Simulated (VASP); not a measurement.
Consider the following.

```yaml
crystal:
  lattice:
    - [3.65401, 0.00000, 0.00000]
    - [-1.82700, 3.16446, 0.00000]
    - [0.00000, 0.00000, 6.47609]
  atoms:
    - { symbol: K, position: [0.00000, 0.00000, 0.00000] }
    - { symbol: K, position: [0.00000, 0.00000, 0.50000] }
    - { symbol: F, position: [0.33333, 0.66667, 0.25000] }
    - { symbol: F, position: [0.66667, 0.33333, 0.75000] }
```

Calculation: r2SCAN meta-GGA, VASP's PBE PAW potentials (set 64) (plane waves; VASP). Numerical set-up: 520 eV cut-off, 8×8×4 Γ-centred mesh, tetrahedra with Blöchl corrections, potentials K_sv F.

Problem. Give the energies of bands 11 to 19 at the high-symmetry points, in eV from the valence-band maximum.

Solution. 
```json
[
 {"band": "11", "Γ": "-0.80", "M": "-0.81", "K": "-0.52", "A": "-0.47", "L": "-0.53", "H": "-0.54"},
 {"band": "12", "Γ": "-0.28", "M": "-0.50", "K": "-0.49", "A": "-0.47", "L": "-0.53", "H": "-0.54"},
 {"band": "13", "Γ": "-0.28", "M": "-0.35", "K": "-0.49", "A": "-0.14", "L": "-0.30", "H": "-0.27"},
 {"band": "14", "Γ": "-0.08", "M": "-0.25", "K": "-0.30", "A": "-0.14", "L": "-0.30", "H": "-0.27"},
 {"band": "15", "Γ": "0.00", "M": "-0.13", "K": "-0.30", "A": "-0.14", "L": "-0.20", "H": "-0.26"},
 {"band": "16", "Γ": "0.00", "M": "-0.05", "K": "-0.04", "A": "-0.14", "L": "-0.20", "H": "-0.26"},
 {"band": "17", "Γ": "6.88", "M": "8.81", "K": "9.90", "A": "8.19", "L": "9.47", "H": "10.19"},
 {"band": "18", "Γ": "9.79", "M": "10.47", "K": "9.90", "A": "8.19", "L": "9.47", "H": "10.19"},
 {"band": "19", "Γ": "10.13", "M": "10.74", "K": "10.88", "A": "10.92", "L": "11.37", "H": "11.42"}
]
```

The gap is direct, 6.88 eV, from the valence maximum at Γ to the conduction minimum at Γ.

The structure was generated: KF was put into the NiAs type type (P6_3/mmc), which need not be its known phase. It was relaxed first, which changed the volume by -13 %.
